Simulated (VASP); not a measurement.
Data:

```yaml
crystal:
  lattice:
    - [4.29526, 0.00000, 0.00000]
    - [0.00000, 4.29526, 0.00000]
    - [0.00000, 0.00000, 4.29526]
  atoms:
    - { symbol: Cu, position: [0.75000, 0.25000, 0.75000] }
    - { symbol: Cu, position: [0.25000, 0.75000, 0.75000] }
    - { symbol: Cu, position: [0.75000, 0.75000, 0.25000] }
    - { symbol: Cu, position: [0.25000, 0.25000, 0.25000] }
    - { symbol: O, position: [0.00000, 0.00000, 0.00000] }
    - { symbol: O, position: [0.50000, 0.50000, 0.50000] }
```

Level of theory: optB88-vdW, VASP's PBE PAW potentials (set 64) (plane waves; VASP). Settings: 520 eV cut-off, 6×6×6 Γ-centred mesh, tetrahedra with Blöchl corrections, potentials Cu O.

The cores are frozen, which limits the accuracy of field gradients.

Problem. Give the principal components of the electric field gradient (V/Å²) and the asymmetry η at each nucleus.

Solution. 
| atom | Vxx | Vyy | Vzz | η |
|---|---|---|---|---|
| Cu1 | 31.3 | 31.3 | -62.5 | 0.00 |
| Cu2 | 31.3 | 31.3 | -62.5 | 0.00 |
| Cu3 | 31.3 | 31.3 | -62.5 | 0.00 |
| Cu4 | 31.3 | 31.3 | -62.5 | 0.00 |
| O5 | 0.0 | 0.0 | 0.0 | - |
| O6 | 0.0 | 0.0 | 0.0 | - |

The compound is Cu2O in the cuprite structure. It was relaxed first.
